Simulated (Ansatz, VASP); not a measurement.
**BN in two plane-wave programs**

One calculation is typed for both programs; each brings its own data sets. How far apart do they land? The cell is taken from a series of runs on this material, whose earlier steps may have relaxed, scaled, displaced or heated it; both programs get it as it stands.

Calculated with Ansatz 0.2.0; plane waves, with VASP 6.6.1 beside it; zone-centre phonons at LDA.

## (1) Starting point

The structure is cubic, space group F-43m (No. 216). The conventional cell has a = 3.639 Å, b = 3.639 Å, c = 3.639 Å, α = 90.00°, β = 90.00°, γ = 90.00°. B has 4 N at 1.58 Å nearest. Nearest to N lie 4 B at 1.58 Å. Farther neighbours and most contacts between anions are not listed.

Coordinates:

```cif
data_structure
_symmetry_space_group_name_H-M 'P 1'
_symmetry_Int_Tables_number 1
_cell_length_a 2.5728
_cell_length_b 2.5728
_cell_length_c 2.5728
_cell_angle_alpha 60.000
_cell_angle_beta 60.000
_cell_angle_gamma 60.000
_cell_volume 12.04
loop_
_atom_site_label
_atom_site_type_symbol
_atom_site_fract_x
_atom_site_fract_y
_atom_site_fract_z
_atom_site_occupancy
B1 B 0.00000 0.00000 0.00000 1
N2 N 0.75000 0.75000 0.75000 1
```

## (2) VASP: zone-centre phonons, LDA

Second derivatives magnify differences that forces hide, and they need a tight electronic threshold.

Lines of VASP's logs that name or quote its potential files are left out, and so is its time.

INCAR reads:

```
SYSTEM = BN
PREC = Accurate
ENCUT = 600
EDIFF = 1E-08
NELM = 120
ISMEAR = 0
SIGMA = 0.01
LREAL = .FALSE.
ALGO = Normal
GGA = PW92
NBANDS = 10
LORBIT = 11
LWAVE = .FALSE.
LCHARG = .FALSE.
ISIF = 2
IBRION = 8
LEPSILON = .TRUE.
LASPH = .TRUE.
GGA_COMPAT = .FALSE.
EFERMI = MIDGAP
KPAR = 2
```

POSCAR reads:

```
BN
1.0
    0.0000000000      1.8192735655      1.8192735655
    1.8192735655      0.0000000000      1.8192735655
    1.8192735655      1.8192735655      0.0000000000
B N
1 1
Direct
    0.0000000000      0.0000000000      0.0000000000
    0.7500000000      0.7500000000      0.7500000000
```

KPOINTS reads:

```
Automatic mesh
0
Gamma
12 12 12
0 0 0
```

The projector-augmented-wave data sets are B and N (LDA family, release 64).

The run is started by

```console
mpirun -np 2 vasp_std
```

Numbers of over 12 decimals in the logs are rounded to 6 here.

What it wrote:

```text
[banner, memory and clock lines left out]
running    2 mpi-ranks, on    1 nodes
 distrk:  each k-point on    1 cores,    2 groups
 distr:  one band on    1 cores,    1 groups

 POSCAR found type information on POSCAR B N
 POSCAR found :  2 types and       2 ions
|                                                                             |
|               ----> ADVICE to this user running VASP <----                  |
|                                                                             |
|     You enforced a specific xc type in the INCAR file but a different       |
|     [... a line on the potential file left out ...]
|     I HOPE YOU KNOW WHAT YOU ARE DOING!                                     |
|                                                                             |

 LDA part: xc-table for (Slater(with rela. corr.)+PW92), standard interpolation
 POSCAR, INCAR and KPOINTS ok, starting setup
 FFT: planning ... GRIDC
 FFT: planning ... GRID_SOFT
 FFT: planning ... GRID
 WAVECAR not read
 entering main loop
       N       E                     dE             d eps       ncg     rms          rms(c)
DAV:   1     0.107865418959E+02    0.10787E+02   -0.54626E+03  1464   0.888E+02
DAV:   2    -0.200203889263E+02   -0.30807E+02   -0.29856E+02  1738   0.166E+02
DAV:   3    -0.205067207991E+02   -0.48633E+00   -0.48558E+00  1678   0.186E+01
DAV:   4    -0.205073593656E+02   -0.63857E-03   -0.63856E-03  1588   0.796E-01
DAV:   5    -0.205073600352E+02   -0.66962E-06   -0.66963E-06  1624   0.252E-02    0.640E+00
DAV:   6    -0.195398892360E+02    0.96747E+00   -0.34101E+00  1470   0.112E+01    0.301E+00
DAV:   7    -0.194385541612E+02    0.10134E+00   -0.79522E-02  1592   0.250E+00    0.173E+00
DAV:   8    -0.194073973622E+02    0.31157E-01   -0.47428E-02  1606   0.155E+00    0.167E-01
DAV:   9    -0.194072408668E+02    0.15650E-03   -0.93097E-04  1590   0.277E-01    0.788E-02
DAV:  10    -0.194072246326E+02    0.16234E-04   -0.49435E-05  1602   0.699E-02    0.135E-02
DAV:  11    -0.194072251562E+02   -0.52357E-06   -0.20456E-06  1604   0.102E-02    0.643E-03
DAV:  12    -0.194072250762E+02    0.79971E-07   -0.58199E-07  1560   0.471E-03    0.195E-04
DAV:  13    -0.194072250769E+02   -0.72203E-09   -0.87060E-09   930   0.958E-04
   1 F= -.19407225E+02 E0= -.19407225E+02  d E =0.000000E+00
 Linear response reoptimize wavefunctions to high precision
DAV:   1    -0.194072250769E+02    0.39790E-12   -0.21810E-10   974   0.185E-04
 Linear response G [H, r] |phi>, progress :
  Direction:   1
       N       E                     dE             d eps       ncg     rms
RMM:   1    -0.373587482142E+02   -0.37359E+02   -0.30166E+01  3328   0.507E+01
RMM:   2    -0.320406741593E+02    0.53181E+01   -0.10982E+00  2305   0.900E+00
RMM:   3    -0.320350186569E+02    0.56555E-02   -0.52004E-03  2444   0.375E-01
RMM:   4    -0.320347246907E+02    0.29397E-03   -0.29325E-04  2542   0.222E-02
RMM:   5    -0.320346979939E+02    0.26697E-04   -0.17816E-05  2491   0.157E-03
RMM:   6    -0.320346960593E+02    0.19345E-05    0.16018E-06  2133   0.148E-04
RMM:   7    -0.320346961739E+02   -0.11454E-06    0.15110E-06  1776   0.456E-05
RMM:   8    -0.320346960983E+02    0.75564E-07    0.31788E-06  1766   0.446E-05
RMM:   9    -0.320346960881E+02    0.10215E-07    0.30103E-06  1669   0.446E-05
RMM:  10    -0.320346961281E+02   -0.40044E-07    0.27764E-06  1452   0.446E-05
 Linear response G [H, r] |phi>, progress :
  Direction:   2
       N       E                     dE             d eps       ncg     rms
RMM:   1    -0.348977995121E+02   -0.34898E+02   -0.23527E+01  3336   0.483E+01
RMM:   2    -0.326079290395E+02    0.22899E+01   -0.72324E-01  2301   0.759E+00
RMM:   3    -0.326039965271E+02    0.39325E-02   -0.50039E-03  2454   0.318E-01
RMM:   4    -0.326036555392E+02    0.34099E-03   -0.29657E-04  2582   0.190E-02
RMM:   5    -0.326036281981E+02    0.27341E-04   -0.17269E-05  2518   0.138E-03
RMM:   6    -0.326036263241E+02    0.18740E-05    0.15253E-06  2141   0.133E-04
RMM:   7    -0.326036263786E+02   -0.54498E-07    0.96131E-07  1788   0.459E-05
RMM:   8    -0.326036263343E+02    0.44342E-07    0.14046E-06  1822   0.448E-05
RMM:   9    -0.326036262659E+02    0.68384E-07    0.21074E-06  1757   0.448E-05
RMM:  10    -0.326036263846E+02   -0.11874E-06    0.93439E-07  1528   0.448E-05
 Linear response G [H, r] |phi>, progress :
  Direction:   3
       N       E                     dE             d eps       ncg     rms
RMM:   1    -0.253910664885E+02   -0.25391E+02    0.73208E+01  3124   0.508E+01
RMM:   2    -0.237557859402E+02    0.16353E+01   -0.99836E-01  2275   0.863E+00
RMM:   3    -0.237547874767E+02    0.99846E-03   -0.35005E-03  2450   0.395E-01
RMM:   4    -0.237547436247E+02    0.43852E-04   -0.16308E-05  2541   0.260E-02
RMM:   5    -0.237547434000E+02    0.22470E-06   -0.66699E-08  2442   0.202E-03
RMM:   6    -0.237547434072E+02   -0.71512E-08    0.93292E-09  2082   0.191E-04
 Linear response to external field (no local field effect), progress :
  Direction:   1
       N       E                     dE             d eps       ncg     rms          rms(c)
RMM:   1    -0.147782362007E+00   -0.14778E+00   -0.46788E-01  3258   0.204E+00
RMM:   2    -0.148357832252E+00   -0.57547E-03   -0.35582E-04  2321   0.154E-01
RMM:   3    -0.148358594015E+00   -0.76176E-06   -0.53438E-07  2368   0.530E-03
[...]
RMM:   1    -0.790452234276E-01   -0.79045E-01   -0.22093E-01  3205   0.161E+00
RMM:   2    -0.794747785421E-01   -0.42956E-03   -0.22128E-04  2319   0.130E-01
RMM:   3    -0.794754042614E-01   -0.62572E-06   -0.32192E-07  2344   0.450E-03
RMM:   4    -0.794754057329E-01   -0.14715E-08   -0.51129E-10  2177   0.220E-04
 change of polarisation eV/A/(eV/A) component  3 :     0.033    -0.043     0.159
 dielectric tensor                  component  3 :     0.498    -0.643     3.388
 Linear response to external field, progress :
  Direction:   1
       N       E                     dE             d eps       ncg     rms          rms(c)
RMM:   1    -0.124799886627E+00   -0.12480E+00   -0.38368E-01 12627   0.189E+00
RMM:   2    -0.125301103908E+00   -0.50122E-03   -0.30738E-04  9033   0.144E-01    0.599E-01
RMM:   3    -0.122905914759E+00    0.23952E-02   -0.10001E-03  8877   0.243E-01    0.351E-01
RMM:   4    -0.127085787877E+00   -0.41799E-02   -0.15037E-03  9137   0.298E-01    0.365E-02
RMM:   5    -0.127558225944E+00   -0.47244E-03   -0.15900E-05  9290   0.321E-02    0.442E-03
RMM:   6    -0.127575075618E+00   -0.16850E-04   -0.33210E-08  9419   0.185E-03    0.229E-03
RMM:   7    -0.127584981873E+00   -0.99063E-05   -0.86953E-09  9376   0.910E-04    0.106E-04
RMM:   8    -0.127585231493E+00   -0.24962E-06   -0.27203E-10  6025   0.398E-05    0.287E-05
RMM:   9    -0.127585217314E+00    0.14179E-07   -0.22328E-11  4713   0.385E-05    0.217E-06
 change of polarisation eV/A/(eV/A) component  1 :     0.240     0.043     0.028
 dielectric tensor                  component  1 :     4.607     0.652     0.414
 Linear response to external field, progress :
  Direction:   2
       N       E                     dE             d eps       ncg     rms          rms(c)
RMM:   1    -0.124799238790E+00   -0.12480E+00   -0.38367E-01 12627   0.189E+00
RMM:   2    -0.125301088406E+00   -0.50185E-03   -0.30959E-04  9039   0.144E-01    0.599E-01
RMM:   3    -0.122905925351E+00    0.23952E-02   -0.10003E-03  8877   0.243E-01    0.351E-01
RMM:   4    -0.127085876366E+00   -0.41800E-02   -0.15039E-03  9137   0.298E-01    0.365E-02
RMM:   5    -0.127558332929E+00   -0.47246E-03   -0.15899E-05  9289   0.321E-02    0.442E-03
RMM:   6    -0.127575178952E+00   -0.16846E-04   -0.32511E-08  9417   0.185E-03    0.229E-03
RMM:   7    -0.127585091101E+00   -0.99121E-05   -0.86391E-09  9381   0.911E-04    0.106E-04
RMM:   8    -0.127585331476E+00   -0.24037E-06   -0.16589E-10  5970   0.389E-05    0.300E-05
RMM:   9    -0.127585325535E+00    0.59415E-08    0.12850E-11  4752   0.393E-05    0.208E-06
 change of polarisation eV/A/(eV/A) component  2 :     0.032     0.240     0.028
 dielectric tensor                  component  2 :     0.477     4.607     0.426
 Linear response to external field, progress :
  Direction:   3
       N       E                     dE             d eps       ncg     rms          rms(c)
RMM:   1    -0.124799464761E+00   -0.12480E+00   -0.38367E-01 12627   0.189E+00
RMM:   2    -0.125301105944E+00   -0.50164E-03   -0.30611E-04  9033   0.144E-01    0.599E-01
RMM:   3    -0.122905936286E+00    0.23952E-02   -0.99989E-04  8877   0.243E-01    0.351E-01
RMM:   4    -0.127085899166E+00   -0.41800E-02   -0.15035E-03  9137   0.298E-01    0.365E-02
RMM:   5    -0.127558314982E+00   -0.47242E-03   -0.15899E-05  9289   0.321E-02    0.442E-03
RMM:   6    -0.127575181213E+00   -0.16866E-04   -0.33243E-08  9418   0.185E-03    0.229E-03
RMM:   7    -0.127585089525E+00   -0.99083E-05   -0.86430E-09  9380   0.911E-04    0.106E-04
RMM:   8    -0.127585329937E+00   -0.24041E-06   -0.21179E-10  5965   0.387E-05    0.302E-05
RMM:   9    -0.127585324787E+00    0.51497E-08   -0.18127E-11  4750   0.394E-05    0.209E-06
 change of polarisation eV/A/(eV/A) component  3 :     0.027     0.044     0.240
 dielectric tensor                  component  3 :     0.400     0.667     4.607
 Linear response DOF=           2
 Linear response progress:
  Degree of freedom:   1/  2
       N       E                     dE             d eps       ncg     rms          rms(c)
RMM:   1    -0.407977982179E-01   -0.40798E-01   -0.23454E-02 14150   0.133E+00
RMM:   2    -0.355059312005E-01    0.52919E-02    0.27733E-04  8581   0.240E-01    0.138E-01
RMM:   3    -0.355549491875E-01   -0.49018E-04    0.14131E-04  8926   0.710E-02    0.776E-02
RMM:   4    -0.358164287835E-01   -0.26148E-03    0.62761E-05  8955   0.810E-02    0.729E-03
RMM:   5    -0.358200948761E-01   -0.36661E-05    0.26137E-05  9184   0.695E-03    0.102E-03
RMM:   6    -0.358200545751E-01    0.40301E-07    0.16948E-06  9197   0.525E-04    0.376E-04
RMM:   7    -0.358180228677E-01    0.20317E-05   -0.42776E-07  9295   0.371E-04    0.441E-05
RMM:   8    -0.358180605460E-01   -0.37678E-07   -0.79256E-08  9356   0.253E-05    0.955E-06
RMM:   9    -0.358180150313E-01    0.45515E-07   -0.10422E-07  9519   0.838E-06    0.894E-07
RMM:  10    -0.358180122193E-01    0.28120E-08   -0.79756E-08  6099   0.135E-06    0.316E-07
 first order change of Fermi-energy  -0.20189E+01
 force on displaced ion       1 direction 1 : -22.794   0.000   0.000
 Born effective charge ion    1 direction 1 :   1.897   0.000   0.000
 Linear response progress:
  Degree of freedom:   2/  2
       N       E                     dE             d eps       ncg     rms          rms(c)
RMM:   1    -0.228804800184E+00   -0.22880E+00    0.10888E-01 11380   0.332E+00
RMM:   2    -0.223364416401E+00    0.54404E-02   -0.22216E-03  8623   0.443E-01    0.220E-01
RMM:   3    -0.224335921338E+00   -0.97150E-03   -0.39431E-04  8349   0.151E-01    0.119E-01
RMM:   4    -0.226283467993E+00   -0.19475E-02   -0.36752E-04  8076   0.147E-01    0.224E-02
RMM:   5    -0.226327112045E+00   -0.43644E-04   -0.97984E-06  9282   0.221E-02    0.879E-04
RMM:   6    -0.226332971952E+00   -0.58599E-05   -0.46743E-07  9172   0.107E-03    0.419E-04
RMM:   7    -0.226330938912E+00    0.20330E-05   -0.18808E-07  9389   0.367E-04    0.459E-05
RMM:   8    -0.226330702102E+00    0.23681E-06    0.26968E-08  9436   0.202E-05    0.194E-05
RMM:   9    -0.226330648286E+00    0.53817E-07    0.33518E-08  9609   0.166E-05    0.101E-06
RMM:  10    -0.226330650311E+00   -0.20256E-08    0.27052E-08  7441   0.251E-06    0.395E-07
 first order change of Fermi-energy   0.20191E+01
 force on displaced ion       2 direction 1 : -22.794  -0.000  -0.000
 Born effective charge ion    2 direction 1 :  -1.897   0.000   0.000
 Born effective charges drift removed
 Linear response finished
```

OUTCAR, selected parts (step 2):

```text
ion  position               nearest neighbor table
   1  0.000  0.000  0.000-   2 1.58   2 1.58   2 1.58   2 1.58
   2  0.750  0.750  0.750-   1 1.58   1 1.58   1 1.58   1 1.58

  LATTYP: Found a face centered cubic cell.
 ALAT       =     3.6385471310

 Subroutine GETGRP returns: Found 24 space group operations
 (whereof 24 operations were pure point group operations)

The static configuration has the point symmetry T_d .

 Found     72 irreducible k-points:

   k-points           NKPTS =     72   k-points in BZ     NKDIM =     72   number of bands    NBANDS=     10

   dimension x,y,z NGX =    24 NGY =   24 NGZ =   24
   dimension x,y,z NGXF=    48 NGYF=   48 NGZF=   48

   ENCUT  =  600.0 eV  44.10 Ry    6.64 a.u.   5.14  5.14  5.14*2*pi/ulx,y,z

   NELECT =       8.0000    total number of electrons

 k-points in reciprocal lattice and weights: Automatic mesh
   0.00000000  0.00000000  0.00000000       0.001
   0.08333333  0.00000000  0.00000000       0.005
   0.16666667  0.00000000  0.00000000       0.005
   0.25000000  0.00000000  0.00000000       0.005
   0.33333333  0.00000000  0.00000000       0.005
   0.41666667  0.00000000  0.00000000       0.005
   0.50000000  0.00000000  0.00000000       0.002
   0.08333333  0.08333333  0.00000000       0.003
   0.16666667  0.08333333  0.00000000       0.014
[...]
-0.33333333  0.50000000  0.16666667       0.007
  -0.25000000  0.50000000  0.25000000       0.003

 average (electrostatic) potential at core
       1 -29.8473       2 -60.3391

  Total       -1.3311431     -1.3311431     -1.3311431      0.0000000      0.0000000      0.0000000
  in kB     -177.0970350   -177.0970350   -177.0970350      0.0000000      0.0000000      0.0000000
  external PRESSURE =    -177.0970350 kB  Pullay stress =       0.0000000 kB

  energy-cutoff  :      600.00
  volume of cell :       12.04
      direct lattice vectors                 reciprocal lattice vectors
     0.000000000  1.819273566  1.819273566    -0.274834972  0.274834972  0.274834972
     1.819273566  0.000000000  1.819273566     0.274834972 -0.274834972  0.274834972
     1.819273566  1.819273566  0.000000000     0.274834972  0.274834972 -0.274834972

 POSITION                                       TOTAL-FORCE (eV/Angst)
 -----------------------------------------------------------------------------------
      0.00000      0.00000      0.00000        -0.000000     -0.000000      0.000000
      2.72891      2.72891      2.72891         0.000000      0.000000     -0.000000
 -----------------------------------------------------------------------------------
    total drift:                                0.000000      0.000000      0.000000

 MACROSCOPIC STATIC DIELECTRIC TENSOR (including local field effects in DFT)
 ------------------------------------------------------
           4.607338    -0.000000    -0.000000
           0.000000     4.607338     0.000000
           0.000000     0.000000     4.607338
 ------------------------------------------------------

 PIEZOELECTRIC TENSOR (including local field effects)  for field in x, y, z        (C/m^2)
          XX          YY          ZZ          XY          YZ          ZX
  --------------------------------------------------------------------------------
  x    -0.00000     0.00000    -0.00000     0.00000     1.02929     0.00000
  y     0.00000    -0.00000     0.00000     0.00000     0.00000     1.02929
  z    -0.00000    -0.00000    -0.00000     1.02929     0.00000     0.00000

 BORN EFFECTIVE CHARGES (including local field effects) (in |e|, cummulative output)
 ---------------------------------------------------------------------------------
 ion    1
    1     1.89690     0.00000     0.00000
    2     0.00000     1.89690     0.00000
    3    -0.00000    -0.00000     1.89690
 ion    2
    1    -1.89690     0.00000     0.00000
    2    -0.00000    -1.89690    -0.00000
    3     0.00000     0.00000    -1.89690

 Eigenvectors and eigenvalues of the dynamical matrix
 ----------------------------------------------------

   1 f  =   30.218769 THz   189.870124 2PiTHz 1007.989627 cm-1   124.974730 meV
             X         Y         Z           dx          dy          dz
      0.000000  0.000000  0.000000     0.000000    0.751189    0.000000
      2.728910  2.728910  2.728910     0.000000   -0.660087    0.000000

   2 f  =   30.218769 THz   189.870124 2PiTHz 1007.989627 cm-1   124.974730 meV
             X         Y         Z           dx          dy          dz
      0.000000  0.000000  0.000000     0.751189    0.000000    0.000000
      2.728910  2.728910  2.728910    -0.660087    0.000000    0.000000

   3 f  =   30.218769 THz   189.870124 2PiTHz 1007.989627 cm-1   124.974730 meV
             X         Y         Z           dx          dy          dz
      0.000000  0.000000  0.000000     0.000000    0.000000    0.751189
      2.728910  2.728910  2.728910     0.000000    0.000000   -0.660087

   4 f/i=    0.000035 THz     0.000223 2PiTHz    0.001184 cm-1     0.000147 meV
             X         Y         Z           dx          dy          dz
      0.000000  0.000000  0.000000    -0.660087    0.000000    0.000000
      2.728910  2.728910  2.728910    -0.751189    0.000000    0.000000

   5 f/i=    0.000035 THz     0.000223 2PiTHz    0.001184 cm-1     0.000147 meV
             X         Y         Z           dx          dy          dz
      0.000000  0.000000  0.000000     0.000000   -0.660087    0.000000
      2.728910  2.728910  2.728910     0.000000   -0.751189    0.000000

   6 f/i=    0.000035 THz     0.000223 2PiTHz    0.001184 cm-1     0.000147 meV
             X         Y         Z           dx          dy          dz
      0.000000  0.000000  0.000000     0.000000    0.000000   -0.660087
      2.728910  2.728910  2.728910     0.000000    0.000000   -0.751189

 MACROSCOPIC STATIC DIELECTRIC TENSOR IONIC CONTRIBUTION
 ------------------------------------------------------
           2.372010     0.000000     0.000000
           0.000000     2.372010    -0.000000
           0.000000    -0.000000     2.372010
 ------------------------------------------------------

 ELASTIC MODULI CONTR FROM IONIC RELAXATION (kBar)
 Direction    XX          YY          ZZ          XY          YZ          ZX
 --------------------------------------------------------------------------------
 XX          -0.0000     -0.0000      0.0000      0.0000     -0.0000      0.0000
 YY          -0.0000     -0.0000     -0.0000      0.0000      0.0000      0.0000
 ZZ           0.0000     -0.0000     -0.0000     -0.0000      0.0000      0.0000
 XY           0.0000      0.0000     -0.0000     -0.7276     -0.0000      0.0000
 YZ          -0.0000      0.0000      0.0000     -0.0000     -0.7276      0.0000
 ZX           0.0000      0.0000      0.0000      0.0000      0.0000     -0.7276
 --------------------------------------------------------------------------------

 PIEZOELECTRIC TENSOR IONIC CONTR  for field in x, y, z        (C/m^2)
          XX          YY          ZZ          XY          YZ          ZX
  --------------------------------------------------------------------------------
  x    -0.00000     0.00000     0.00000    -0.00000    -0.03909     0.00000
  y     0.00000     0.00000     0.00000     0.00000    -0.00000    -0.03909
  z     0.00000     0.00000    -0.00000    -0.03909    -0.00000     0.00000
```

(Continued in part 2 of 2.)

[Lines on the potential files, build, host, timing and source positions are cut from VASP's logs without a mark.]

[Logs are printed without paths, hosts, clocks, repeated set-up lines and the standing remarks that a program may print on its own settings, such as how far it seeks lower states.]

[Hosts, paths, dates, database ids (printed as entryN), source tags and the programs' standing remarks are cut or masked in the printed files.]
